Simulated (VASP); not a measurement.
A VASP calculation is set up with these files.

### INCAR
```
! general
SYSTEM  = Mg2Si
PREC    = Accurate
ENCUT   = 500   ! plane-wave cut-off (eV)
LREAL   = .FALSE.   ! projection in real space or not
LASPH   = .TRUE.   ! aspherical one-centre terms

! electronic loop
EDIFF   = 1E-6
NELM    = 100   ! most electronic steps
ALGO    = Normal   ! blocked Davidson

! smearing
ISMEAR  = 0
SIGMA   = 0.05

! functional
GGA     = PE   ! PBE

! ions
IBRION  = 2
NSW     = 40
ISIF    = 3   ! ions, shape and volume
EDIFFG  = -0.02
PSTRESS = 200

! output
LWAVE   = .FALSE.
LCHARG  = .FALSE.
```

KPOINTS:
```
Automatic mesh
0
Gamma
  6 6 6
```

File POSCAR:
```
Mg2Si
1
    0.0000000000     3.0361321759     3.0361321759
    3.0361321759     0.0000000000     3.0361321759
    3.0361321759     3.0361321759     0.0000000000
Mg Si
2 1
Direct
  0.2500000000   0.2500000000   0.2500000000
  0.7500000000   0.7500000000   0.7500000000
  0.0000000000   0.0000000000   0.0000000000
```

POTCAR, in this order: Mg Si (PBE.64 set). Program: vasp_std.

Q: Translate this PBE calculation to Ansatz.

A: One equivalent input (not run):
Ansatz 0.2 input:
```yaml
crystal:
  lattice:
    - [0.0000000, 3.0361322, 3.0361322]
    - [3.0361322, 0.0000000, 3.0361322]
    - [3.0361322, 3.0361322, 0.0000000]
  atoms:
    - { symbol: Mg, position: [0.2500000, 0.2500000, 0.2500000] }
    - { symbol: Mg, position: [0.7500000, 0.7500000, 0.7500000] }
    - { symbol: Si, position: [0.0000000, 0.0000000, 0.0000000] }
kpoints:
  mp_grid: { grid: [6, 6, 6] }
hamiltonian:
  xc: pbe
  pseudopotentials: { kind: paw }
scf:
  occupations: { method: gaussian, width: 0.05 }
  max_iter: 100
relax:
  max_steps: 40
  f_tol: 0.02
  cell: { p_target: 20 }
output: { forces: true, stress: true, eigenvalues: true }
```
The two are equivalent in intent, not identical: each code has its own PAW files, so the cut-off isn't converted (ENCUT is set for VASP's; basis.ecutwfc is left out, and Ansatz then takes the one that its files recommend); Ansatz stops its SCF on the density residual and VASP on the energy change (EDIFF).

The compound is Mg2Si in the antifluorite structure. This run relaxes it under an external pressure of 20 GPa. Symmetry was kept, so distortions that lower it aren't found. The k-mesh is coarse (spacing up to 0.31 per Å, 2π included), so the numbers may not be converged in it.
